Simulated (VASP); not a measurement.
A convergence study with VASP on MgS (rock salt): one setting is varied, all else stays as given below, so the limit is that of these other settings. ε∞ is the independent-particle value.

```
MgS
1.0
    0.00000     2.60000     2.60000
    2.60000     0.00000     2.60000
    2.60000     2.60000     0.00000
Mg S
1 1
Cartesian
  0.00000   0.00000   0.00000
  2.60000   2.60000   2.60000
```

Method: PBE GGA, VASP's PBE PAW potentials (set 64) (plane waves; VASP 6.6.1). The tightest run used: 550 eV cut-off, 8×8×8 Γ-centred mesh, Gaussian smearing of 0.050 eV, potentials Mg S.

```
setting     mean ε∞  bands
----------  -------  -----
NBANDS = 5     3.91      5
NBANDS = 6     5.02      6
NBANDS = 8     5.71      8
```

Q: These are the cheaper rows. Estimate the results at NBANDS = 132, and how far the last row shown lies from them.

A: 
```csv
quantity,tightest run,last row shown is off by
mean ε∞,5.94,-0.23
```

Left out are rungs that failed or repeat a setting and relaxations that didn't move; long series are thinned to 24 rows.

The compound is MgS in the rock salt structure. The cell was not relaxed at this level.
